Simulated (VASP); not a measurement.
An input for Ansatz (written as the equivalent of a VASP run, and not itself run):

Ansatz 0.2 input:
```yaml
crystal:
  lattice:
    - [3.7653620, 0.0000000, 0.0000000]
    - [-1.8826810, 3.2608996, 0.0000000]
    - [0.0000000, 0.0000000, 6.2104549]
  atoms:
    - { symbol: Ga, position: [0.3333330, 0.6666670, 0.0006817] }
    - { symbol: Ga, position: [0.6666670, 0.3333330, 0.5006817] }
    - { symbol: P, position: [0.3333330, 0.6666670, 0.3743183] }
    - { symbol: P, position: [0.6666670, 0.3333330, 0.8743183] }
kpoints:
  mp_grid: { grid: [7, 7, 4] }
hamiltonian:
  xc: pbesol
  pseudopotentials: { kind: paw }
scf:
  occupations: { method: gaussian, width: 0.05 }
  max_iter: 100
relax:
  max_steps: 40
  f_tol: 0.02
  cell: { p_target: 5 }
output: { forces: true, stress: true, eigenvalues: true }
```

Task: Write the VASP files for the same calculation (PBEsol).

Result: One answer among several that fit: 
POSCAR:
```
GaP
1
    3.7653620090     0.0000000000     0.0000000000
   -1.8826810044     3.2608995555    -0.0000000000
   -0.0000000000     0.0000000000     6.2104549055
Ga P
2 2
Direct
  0.3333330000   0.6666670000   0.0006816564
  0.6666670000   0.3333330000   0.5006816564
  0.3333330000   0.6666670000   0.3743183436
  0.6666670000   0.3333330000   0.8743183436
```

### INCAR
```
# general
SYSTEM  = GaP
PREC    = Accurate
ENCUT   = 500   # plane-wave cut-off (eV)
LREAL   = .FALSE.   # projection in real space or not
LASPH   = .TRUE.   # aspherical one-centre terms

# electronic loop
EDIFF   = 1E-6
NELM    = 100   # most electronic steps
ALGO    = Normal
LMAXMIX = 4

# smearing
ISMEAR  = 0   # Gaussian
SIGMA   = 0.05   # width (eV)

# functional
GGA     = PS   # PBEsol

# ions
IBRION  = 2   # conjugate gradients
NSW     = 40   # most ionic steps
ISIF    = 3   # ions, shape and volume
EDIFFG  = -0.02   # ionic stop
PSTRESS = 50

# output
LWAVE   = .FALSE.
LCHARG  = .FALSE.
```

File KPOINTS:
```
Automatic mesh
0
Gamma
7 7 4
0 0 0
```

POTCAR, in this order: Ga_d P (PBE.64 set). Program: vasp_std.

What does not carry over: each code has its own PAW files, so the cut-off isn't converted (ENCUT is set for VASP's; basis.ecutwfc is left out, and Ansatz then takes the one that its files recommend); Ansatz stops its SCF on the density residual and VASP on the energy change (EDIFF).

The structure was generated: GaP was put into the wurtzite type (P6_3mc), which need not be its known phase. This run relaxes it under an external pressure of 5 GPa. Symmetry was kept, so distortions that lower it aren't found.
